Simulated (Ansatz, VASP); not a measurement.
# MgI2: VASP beside Ansatz, part 2 of 2

Aim: how closely do two programs agree when they are given the same cell, functional and k mesh? Of the first pair: The structure shown is the end of the Ansatz relaxation below.

VASP 6.6.1 and Ansatz 0.2.0.

So far. Step 3 (VASP: single point, LDA, relaxed cell, pair 1): The run ends at a pressure of -0.02 GPa, with forces up to 0.011 eV/Å.

### 4. Comparison

Known differences besides the potentials themselves: the two LDA forms differ slightly; fixed occupations in Ansatz, narrow Gaussian smearing in VASP; Ansatz cuts the interaction across the vacuum, VASP repeats the sheet with a dipole correction; the data sets hold 44 valence electrons in Ansatz (on its default PAW (the set named soft_2) files) and 16 in VASP; the cutoff is 420 eV in Ansatz and 520 eV in VASP; VASP's log shows a relativistic correction to its local exchange, Ansatz's none. Total energies have different zeros and are not compared.

The two programs side by side:

```
              quantity  Ansatz   VASP  difference
gap on the k mesh (eV)   3.524  3.507      +0.016
```

At this near-relaxed geometry the largest component of a force difference is 11 meV/Å. A gap on the mesh is an upper bound, since the band edges may lie between its points. With vacuum in the cell, a pressure given here is an average over mostly empty space and none of the material.

### 5. Ansatz: relaxation, LDA

The two programs are compared at the cell with which this relaxation starts, whose forces are those of its first step.

The structure compared here is the start of the Ansatz relaxation; VASP solves that cell, so the two are compared at the walk's first step.

The input, input.yaml:

```yaml
crystal:
  lattice:
    - [4.15, 0.0, 0.0]
    - [-2.075, 3.59401, 0.0]
    - [0.0, 0.0, 20.0]
  atoms:
    - { symbol: Mg, position: [0.0, 0.0, 0.5] }
    - { symbol: I, position: [0.333333, 0.666667, 0.5825] }
    - { symbol: I, position: [0.666667, 0.333333, 0.4175] }
  periodic: [true, true, false]
kpoints:
  mp_grid: { grid: [6, 6, 1] }
hamiltonian:
  xc: lda
scf:
  occupations: { method: gaussian, width: 0.02 }
output:
  forces: true
  stress: true
  eigenvalues: true
relax:
  adjacent_minimum: "off"
  f_tol: 0.005
  max_steps: 80
  cell: { stress_2d_tol: 0.02 }
```

Command:

```
> ansatz run input.yaml --threads 4 --pin off --max-ram 14336MiB --backend cpu --events-out ev --progress --plain --runs-dir out
```

Numbers of over 12 decimals in the logs are rounded to 6 here.

The program printed:

```text
[...]
° read free of the cell's end (the report's vacuum.weakly_bound_levels)
--- Relaxed structure (4 steps of the walk, 4 accepted, 1 SCFs on fresh bases) ---
[...]
cell:  # Å, volume = 436.4269 Å³
    - [4.071493, 0.0, 0]
    - [-2.035746, 3.526016, 0]
    - [0, 0, 30.400000]
  atoms:
    - { symbol: Mg, position: [0, 0, 0.328947] }
    - { symbol: I, position: [0.333333, 0.666667, 0.383416] }
    - { symbol: I, position: [0.666667, 0.333333, 0.274479] }
[key lines of the parts left out:]
SCF converged after 6 iterations
Free energy (F): -16616.431221 eV
Fermi energy:    -4.714378 eV
P = ½ c Tr σ = -0.0024 N/m
```

### 6. VASP: single point, LDA, start cell, pair 2

The same cell, functional (in two slightly different forms), mesh and smearing now go to VASP, with its own data sets.

The input, INCAR:

```
SYSTEM = MgI2
PREC = Accurate
ENCUT = 520
EDIFF = 1E-06
NELM = 120
ISMEAR = 0
SIGMA = 0.02
LREAL = .FALSE.
ALGO = Normal
GGA = CA
NBANDS = 14
LORBIT = 11
LWAVE = .FALSE.
LCHARG = .FALSE.
ISIF = 2
LDIPOL = .TRUE.
IDIPOL = 3
DIPOL = 0.5 0.5 0.329
LVHAR = .TRUE.
LASPH = .TRUE.
GGA_COMPAT = .FALSE.
EFERMI = MIDGAP
NELMDL = -8
```

The input, POSCAR:

```
MgI2
1.0
    4.1500030000      0.0000000000      0.0000000000
   -2.0750010000      3.5940080000      0.0000000000
    0.0000000000      0.0000000000     30.4000000000
Mg I
1 2
Direct
    0.0000000000      0.0000000000      0.3289473684
    0.3333332066      0.6666665739      0.3832236842
    0.6666665524      0.3333334261      0.2746710526
```

The input, KPOINTS:

```
Automatic mesh
0
Gamma
6 6 1
0 0 0
```

Potentials, in the order of the species: Mg and I (LDA family, release 64).

Command:

```
> mpirun -np 1 vasp_std
```

The program printed:

```text
[... set-up lines as in an earlier step ...]
 entering main loop
       N       E                     dE             d eps       ncg     rms          rms(c)
DAV:   1     0.119770562818E+03    0.11977E+03   -0.41772E+03   196   0.739E+02
DAV:   2     0.952092176985E+01   -0.11025E+03   -0.97997E+02   334   0.118E+02
DAV:   3    -0.837153284254E+01   -0.17892E+02   -0.17740E+02   262   0.598E+01
DAV:   4    -0.913371007512E+01   -0.76218E+00   -0.76176E+00   270   0.155E+01
[...]
DAV:  21    -0.897220397119E+01   -0.16192E-05   -0.42278E-08   206   0.103E-03    0.232E-04
DAV:  22    -0.897220536582E+01   -0.13946E-05   -0.22483E-08   188   0.627E-04    0.512E-04
DAV:  23    -0.897220622515E+01   -0.85934E-06   -0.11514E-08   194   0.408E-04
   1 F= -.89722062E+01 E0= -.89722062E+01  d E =0.000000E+00
```

From OUTCAR (step 6):

```text
  Total       -0.9325633     -0.9325633     -0.4153717     -0.0000001      0.0000000      0.0000000
  in kB       -3.2952463     -3.2952463     -1.4677309     -0.0000005      0.0000000      0.0000000
  external PRESSURE =      -2.6860745 kB  Pullay stress =       0.0000000 kB

 POSITION                                       TOTAL-FORCE (eV/Angst)
 -----------------------------------------------------------------------------------
      0.00000      0.00000     10.00000        -0.000000      0.000000      0.000000
     -0.00000      2.39600     11.65000         0.000000     -0.000000     -0.124946
      2.07500      1.19800      8.35000        -0.000000      0.000000      0.124946
 -----------------------------------------------------------------------------------
    total drift:                                0.000564      0.000000      0.000022

  FREE ENERGIE OF THE ION-ELECTRON SYSTEM (eV)
  ---------------------------------------------------
  free  energy   TOTEN  =        -8.9722062252 eV

  energy  without entropy=       -8.9722062252  energy(sigma->0) =       -8.97220623

[... 1 part as in an earlier step ...]

[... 2 further parts left out ...]
[key lines of the parts left out:]
E-fermi :  -2.8988
```

The run ends at a pressure of -0.27 GPa, with forces up to 0.12 eV/Å.

### 7. Differences

What differs besides the data sets and the points named for the pairs above, as far as they apply: the data sets hold 44 valence electrons in Ansatz (on its default PAW (the set named soft_2) files) and 16 in VASP; Ansatz takes its cutoff from its data sets, VASP runs at 520 eV. Total energies have different zeros and are not compared.

Forces (eV/Å; atoms numbered as in POSCAR):

```csv
atom,"Ansatz x, y, z","VASP x, y, z"
Mg1,"0.000, 0.000, 0.000","0.000, 0.000, 0.000"
I2,"0.000, 0.000, -0.113","0.000, 0.000, -0.125"
I3,"0.000, 0.000, 0.113","0.000, 0.000, 0.125"
```

The forces differ by 5.4 meV/Å r.m.s., which is 9.2 % of the r.m.s. force of 0.059 eV/Å (both taken over all components). With vacuum in the cell, a pressure given here is an average over mostly empty space and none of the material.

### 8. What came out

| Property | Result |
| --- | --- |
| difference in gap on the k mesh (single point, LDA, relaxed cell, pair 1) | 0.016 eV |
| r.m.s. force difference (single point, LDA, start cell, pair 2) | 5.4 meV/Å |

The r.m.s. force difference is 5.4 meV/Å (single point, LDA, start cell, pair 2), within the 12 meV/Å picked in this series as the mark of a large difference. The data sets hold unlike numbers of valence electrons (44 in Ansatz and 16 in VASP), so part of the differences comes from the potentials. How closely two codes agree says nothing of how well the functional describes the real material.

[Lines on the potential files, build, host, timing and source positions are cut from VASP's logs without a mark.]

[Logs are printed without paths, hosts, clocks, repeated set-up lines and the standing remarks that a program may print on its own settings, such as how far it seeks lower states.]

[Hosts, paths, dates, database ids (printed as entryN), source tags and the programs' standing remarks are cut or masked in the printed files.]
